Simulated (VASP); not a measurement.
An input for Quantum ESPRESSO's pw.x (written as the equivalent of a VASP run, and not itself run):

```
&CONTROL
  calculation = 'scf'
  pseudo_dir = './pseudo'
  outdir = './out'
  tprnfor = .true.
  tstress = .true.
/
&SYSTEM
  ibrav = 0
  nat = 5
  ntyp = 3
  ecutwfc = 84
  occupations = 'tetrahedra'
  input_dft = 'pbesol'
/
&ELECTRONS
  conv_thr = 7.3e-09
  electron_maxstep = 100
/
ATOMIC_SPECIES
  K 39.098 K.upf
  Mg 24.305 Mg.upf
  H 1.008 H.upf
CELL_PARAMETERS angstrom
     3.9679855   -0.0000000    0.0000000
     0.0000000    3.9679855    0.0000000
     0.0000000   -0.0000000    3.9679855
ATOMIC_POSITIONS crystal
  K    0.0000000  0.0000000  0.0000000
  Mg   0.5000000  0.5000000  0.5000000
  H    0.5000000  0.0000000  0.5000000
  H    0.0000000  0.5000000  0.5000000
  H    0.5000000  0.5000000  0.0000000
K_POINTS automatic
  6 6 6 0 0 0
```

Problem. Translate this input to VASP (INCAR, KPOINTS, POSCAR, choice of POTCAR).

Solution. One answer among several that fit: 
POSCAR:
```
KMgH3
1
    3.9679854981    -0.0000000000     0.0000000000
    0.0000000000     3.9679854981     0.0000000000
    0.0000000000    -0.0000000000     3.9679854981
K Mg H
1 1 3
Direct
  0.0000000000   0.0000000000   0.0000000000
  0.5000000000   0.5000000000   0.5000000000
  0.5000000000   0.0000000000   0.5000000000
  0.0000000000   0.5000000000   0.5000000000
  0.5000000000   0.5000000000   0.0000000000
```

File KPOINTS:
```
Automatic mesh
0
Gamma
6 6 6
```

INCAR:
```
! general
SYSTEM = KMgH3
PREC   = Accurate
ENCUT  = 400
LREAL  = .False.
LASPH  = .True.

! electronic loop
EDIFF  = 1E-7
NELM   = 100
ALGO   = Normal

! smearing
ISMEAR = -5

! functional
GGA    = PS

! ions
ISIF   = 2

! output
LWAVE  = .False.
LCHARG = .True.
LORBIT = 11
NEDOS  = 601
```

POTCAR, in this order: K_sv Mg H (PBE.64 set). Program: vasp_std.

The two are equivalent in intent, not identical: the potentials are each code's own (VASP's PAW set, PseudoDojo norm-conserving files in pw.x), so ENCUT and ecutwfc are chosen apart and not converted; conv_thr bounds pw.x's estimated SCF error, while EDIFF bounds the energy change between steps.

The structure comes from a computed database's KMgH3 entry (Pm-3m); how it stands against other phases isn't given here. It was relaxed first.
